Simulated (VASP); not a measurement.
Calculation: LDA (Ceperley-Alder, Perdew-Zunger), VASP's LDA PAW potentials (set 64) (plane waves; VASP 6.6.1).

Input for VASP

File POSCAR:
```
ZnSe
1
    0.0000000000     2.8324450000     2.8324450000
    2.8324450000     0.0000000000     2.8324450000
    2.8324450000     2.8324450000     0.0000000000
Zn Se
1 1
Direct
  0.0000000000   0.0000000000   0.0000000000
  0.7500000000   0.7500000000   0.7500000000
```

File KPOINTS:
```
Automatic mesh
0
Gamma
7 7 7
0 0 0
```

INCAR:
```
SYSTEM=ZnSe
PREC=Accurate; ENCUT=400; LREAL=.FALSE.
LASPH=.TRUE.
EDIFF=1E-6; NELM=100; ALGO=Normal
LMAXMIX=4
ISMEAR=0; SIGMA=0.05
IBRION=2; NSW=60; ISIF=3
EDIFFG=-0.01
LWAVE=.FALSE.; LCHARG=.FALSE.
```

POTCAR, in this order: Zn Se (LDA.64 set). Program: vasp_std.

Energy and stress use the plane-wave basis of the starting cell.

Problem. Estimate the energy per atom (σ→0), volume per atom, band gap (on the k-mesh).

Solution. 
```json
{
  "energy per atom (σ→0)": "-3.686 eV/atom",
  "band gap (on the k-mesh)": "1.28 eV",
  "volume_per_atom": "21.60 Å³/atom"
}
```

OSZICAR:
```
...
   4 F= -.73724827E+01 E0= -.73724827E+01  d E =-.232747E-01
       N       E                     dE             d eps       ncg     rms          rms(c)
DAV:   1    -0.737272971415E+01   -0.24708E-03   -0.27473E-03   620   0.117E+00    0.103E-01
DAV:   2    -0.737254545842E+01    0.18426E-03   -0.68056E-04   615   0.766E-01    0.378E-02
DAV:   3    -0.737252305241E+01    0.22406E-04   -0.23228E-05   568   0.541E-02    0.181E-02
DAV:   4    -0.737251705579E+01    0.59966E-05   -0.37006E-06   565   0.267E-02    0.674E-03
DAV:   5    -0.737251631871E+01    0.73707E-06   -0.53177E-07   260   0.176E-02
   5 F= -.73725163E+01 E0= -.73725163E+01  d E =-.233083E-01
```

The structure comes from a computed database's ZnSe entry (F-43m); how it stands against other phases isn't given here. This run relaxes it. Symmetry was kept, so distortions that lower it aren't found.
